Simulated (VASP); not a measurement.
An input for Ansatz (written as the equivalent of a VASP run, and not itself run):

Ansatz 0.2 input:
```yaml
crystal:
  lattice:
    - [1.3566000, -2.3497010, 0.0000000]
    - [1.3566000, 2.3497010, 0.0000000]
    - [0.0000000, 0.0000000, 5.0490000]
  atoms:
    - { symbol: Zn, position: [0.3333330, 0.6666670, 0.2500000] }
    - { symbol: Zn, position: [0.6666670, 0.3333330, 0.7500000] }
kpoints:
  mp_grid: { grid: [14, 14, 7] }
hamiltonian:
  xc: pbe
  pseudopotentials: { kind: paw }
scf:
  occupations: { method: methfessel_paxton, width: 0.1 }
  max_iter: 100
output: { forces: true, stress: true, eigenvalues: true }
```

Task: Translate this input to VASP (INCAR, KPOINTS, POSCAR, choice of POTCAR).

Result: This is not unique; one that fits is 
### POSCAR
```
Zn
1.0
  1.3566000000  -2.3497010000   0.0000000000
  1.3566000000   2.3497010000   0.0000000000
  0.0000000000   0.0000000000   5.0490000000
Zn
2
Direct
  0.3333330000   0.6666670000   0.2500000000
  0.6666670000   0.3333330000   0.7500000000
```

File KPOINTS:
```
Automatic mesh
0
Gamma
14 14 7
0 0 0
```

**INCAR**
```
! general
SYSTEM   =  Zn
PREC     =  Accurate
ENCUT    =  400
LREAL    =  .FALSE.
LASPH    =  .TRUE.

! electronic loop
EDIFF    =  1E-6
NELM     =  100
ALGO     =  Normal
LMAXMIX  =  4

! smearing
ISMEAR   =  1
SIGMA    =  0.1

! functional
GGA      =  PE

! ions
ISIF     =  2

! output
LWAVE    =  .FALSE.
LCHARG   =  .FALSE.
```

POTCAR, in this order: Zn (PBE.64 set). Program: vasp_std.

Limits of the translation: each code has its own PAW files, so the cut-off isn't converted (ENCUT is set for VASP's; basis.ecutwfc is left out, and Ansatz then takes the one that its files recommend); Ansatz stops its SCF on the density residual and VASP on the energy change (EDIFF).

The compound is Zn in the hcp structure. The cell was not relaxed at this level.
